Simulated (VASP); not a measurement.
Given:

```xyz
1
Lattice="0.0000 1.9716 1.9716 1.9716 0.0000 1.9716 1.9716 1.9716 0.0000" Properties=species:S:1:pos:R:3 pbc="T T T"
Pt     0.0000     0.0000     0.0000
```

Computed with LDA (Ceperley-Alder, Perdew-Zunger), VASP's LDA PAW potentials (set 64) (plane waves; VASP). Settings: 400 eV cut-off, 14×14×14 Γ-centred mesh, first-order Methfessel-Paxton smearing of 0.10 eV, potentials Pt.

Energy and stress use the plane-wave basis of the starting cell.

Problem. The ions, cell shape and volume are relaxed. Give the cell that the relaxation ends in.

Solution. 
```xyz
1
Lattice="0.0000 1.9483 1.9483 1.9483 0.0000 1.9483 1.9483 1.9483 0.0000" Properties=species:S:1:pos:R:3 pbc="T T T"
Pt     3.8966     1.9483     1.9483
```
Space group Fm-3m (225), at a tolerance of 0.03 Å.

Problem. How do energy and volume change from the first to the last step?

Solution. The energy (σ→0) changes by -17.6 meV/atom and the volume by -3.5 %, in 4 ionic steps.

The structure comes from a computed database's Pt entry (Fm-3m); how it stands against other phases isn't given here. This run relaxes it. Symmetry was kept, so distortions that lower it aren't found.
